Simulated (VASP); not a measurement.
Here is the system:

```
CuSc3C
1.0
    4.54986     0.00000     0.00000
    0.00000     4.54986     0.00000
    0.00000     0.00000     4.54986
Cu C Sc
1 1 3
Direct
  0.00000   0.00000   0.00000
  0.50000   0.50000   0.50000
  0.00000   0.50000   0.50000
  0.50000   0.50000   0.00000
  0.50000   0.00000   0.50000
```

Calculation: PBE GGA + U (Dudarev), VASP's PBE PAW potentials (set 64) (plane waves; VASP). Run with 520 eV cut-off, 5×5×5 Γ-centred mesh, Gaussian smearing of 0.050 eV, potentials Cu C Sc_sv, U − J: Cu 3.00 eV.

Q: What does the run give for the energy per atom (σ→0), pressure, band gap (on the k-mesh) with the smallest direct gap where there is one?

A: 
```json
{
  "band gap (on the k-mesh)": "none (metal, semimetal or under 0.01 eV)",
  "energy per atom (σ→0)": "-6.376 eV/atom",
  "pressure": "-3.26 GPa"
}
```

The absolute energy has meaning only against runs of the same code, potentials and settings.

The structure was generated: Sc3CuC was put into the cubic-perovskite type (Pm-3m), which need not be its known phase. The cell was not relaxed at this level. The run is one of a series of settings (LDAU = .TRUE., LDAUJ = 0 0 0, LDAUL = 2 -1 -1, LDAUTYPE = 2, LDAUU = 3.0 0 0 against the base run), some of them coarse on purpose.
